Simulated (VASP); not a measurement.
A convergence study with VASP on BeTe (zinc blende): one setting is varied, all else stays as given below, so the limit is that of these other settings.

```xyz
2
Lattice="0.0000 2.8150 2.8150 2.8150 0.0000 2.8150 2.8150 2.8150 0.0000" Properties=species:S:1:pos:R:3 pbc="T T T"
Be     0.0000     0.0000     0.0000
Te     1.4075     1.4075     1.4075
```

The numbers are results of PBE GGA, VASP's PBE PAW potentials (set 64) (plane waves; VASP), not measurements. The tightest run used: 550 eV cut-off, 17×17×17 Γ-centred mesh, Gaussian smearing of 0.050 eV, potentials Be Te.

The reference is 17×17×17 mesh, which took about 2 core-minutes. Costs are core time on shared hosts, one run each; read them as rough ratios.

### Question
Of the settings 1×1×1 mesh; 2×2×2 mesh; 3×3×3 mesh; 4×4×4 mesh; 5×5×5 mesh; 6×6×6 mesh; 7×7×7 mesh; 8×8×8 mesh; 9×9×9 mesh; 10×10×10 mesh; 11×11×11 mesh; 12×12×12 mesh; 13×13×13 mesh; 14×14×14 mesh; 15×15×15 mesh; 16×16×16 mesh; 17×17×17 mesh, which is the lowest that keeps the difference from the reference in the stress, largest component (GPa) within 0.2 from there on, and what does it cost?

### Answer
5×5×5 mesh; its cost over the reference is about 1/9.
| setting | difference in the stress, largest component (GPa) | cost over the reference |
|---|---|---|
| 1×1×1 mesh | 58.09 | about 1/20 |
| 2×2×2 mesh | 7.57 | about 1/20 |
| 3×3×3 mesh | 1.65 | about 1/10 |
| 4×4×4 mesh | 0.46 | about 1/8 |
| 5×5×5 mesh | 0.14 | about 1/9 |
| 6×6×6 mesh | 0.05 | about 1/8 |
| 7×7×7 mesh | 0.01 | about 1/5 |
| 8×8×8 mesh | 0.01 | about 1/4 |
| 9×9×9 mesh | 0.00 | about 1/4 |
| 10×10×10 mesh | 0.00 | about 1/3 |
| 11×11×11 mesh | 0.00 | about 1/3 |
| 12×12×12 mesh | 0.00 | within a factor of 2 |
| 13×13×13 mesh | 0.00 | within a factor of 2 |
| 14×14×14 mesh | 0.00 | within a factor of 2 |
| 15×15×15 mesh | 0.00 | within a factor of 2 |
| 16×16×16 mesh | 0.00 | within a factor of 2 |
| 17×17×17 mesh | 0.00 | reference |

Left out are rungs that failed or repeat a setting and relaxations that didn't move; long series are thinned to 24 rows.

The compound is BeTe in the zinc blende structure. The cell was not relaxed at this level.
